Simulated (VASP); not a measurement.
Shape and ions are relaxed at each volume.

Consider the following.

```cif
data_Os2
_chemical_formula_sum 'Os2'
_space_group_name_H-M_alt 'P 1'
_space_group_IT_number 1
_cell_length_a 2.73633
_cell_length_b 2.73633
_cell_length_c 4.32711
_cell_angle_alpha 90.000
_cell_angle_beta 90.000
_cell_angle_gamma 120.000
loop_
_space_group_symop_operation_xyz
  'x, y, z'
loop_
_atom_site_label
_atom_site_type_symbol
_atom_site_fract_x
_atom_site_fract_y
_atom_site_fract_z
_atom_site_occupancy
Os1 Os 0.33333 0.66667 0.25000 1
Os2 Os 0.66667 0.33333 0.75000 1
```

Calculation: vdW-DF-cx, VASP's PBE PAW potentials (set 64) (plane waves; VASP). Run with 520 eV cut-off, 15×15×9 Γ-centred mesh, first-order Methfessel-Paxton smearing of 0.10 eV, potentials Os.

Task: Give the energy at these volumes per atom, relative to the lowest: 13.19, 13.61, 14.03, 14.45, 14.87 Å³.

Result: 77.2, 18.2, 0.0, 16.0, 60.6 meV/atom. A third-order Birch-Murnaghan fit gives B0 = 432 GPa and B0′ = 4.9.

Measured: bulk modulus 425 GPa at 0 K (computed value off by +1.8 %), as given by Vázquez-Parga, Fernández-Martínez, Viñes, J. Chem. Theory Comput. (2023), doi:10.1021/acs.jctc.3c00612, Supporting … [zero-point energy and finite temperature contributions removed].

The compound is Os in the hcp structure. It was relaxed first.
